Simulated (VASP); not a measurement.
Calculation: LDA (Ceperley-Alder, Perdew-Zunger), VASP's LDA PAW potentials (set 64) (plane waves; VASP).

VASP input:

**KPOINTS**
```
kpoints
0
Gamma
  8 8 5
```

File POSCAR:
```
SiC
1
    1.5084557560    -2.6127217721     0.0000000000
    1.5084557560     2.6127217721    -0.0000000000
    0.0000000000     0.0000000000     4.9502729224
Si C
2 2
Direct
  0.6666670000   0.3333330000   0.4996033294
  0.3333330000   0.6666670000   0.9996033294
  0.6666670000   0.3333330000   0.8753966706
  0.3333330000   0.6666670000   0.3753966706
```

INCAR:
```
# general
SYSTEM  = SiC
PREC    = Accurate
ENCUT   = 620   # plane-wave cut-off (eV)
LREAL   = .FALSE.   # projection in real space or not
LASPH   = .TRUE.   # aspherical one-centre terms

# electronic loop
EDIFF   = 1E-6
NELM    = 100
ALGO    = Normal

# smearing
ISMEAR  = 0   # Gaussian
SIGMA   = 0.05   # width (eV)

# ions
IBRION  = 2   # conjugate gradients
NSW     = 40   # most ionic steps
ISIF    = 3
EDIFFG  = -0.02   # ionic stop
PSTRESS = 100   # kbar

# output
LWAVE   = .FALSE.
LCHARG  = .FALSE.
```

POTCAR, in this order: Si C (LDA.64 set). Program: vasp_std.

Problem. What will the output report for the number of irreducible k-points (NKPTS), largest plane-wave count, number of space-group operations, FFT grid (NGX, NGY, NGZ)?

Solution. 
```yaml
number of irreducible k-points (NKPTS): 30
largest_plane_wave_count: 1382
number_of_space_group_operations: 12
FFT grid (NGX, NGY, NGZ): 28 × 28 × 40
```

The compound is SiC in the wurtzite structure, the rare 2H polytype. It was relaxed first under an external pressure of 10 GPa.
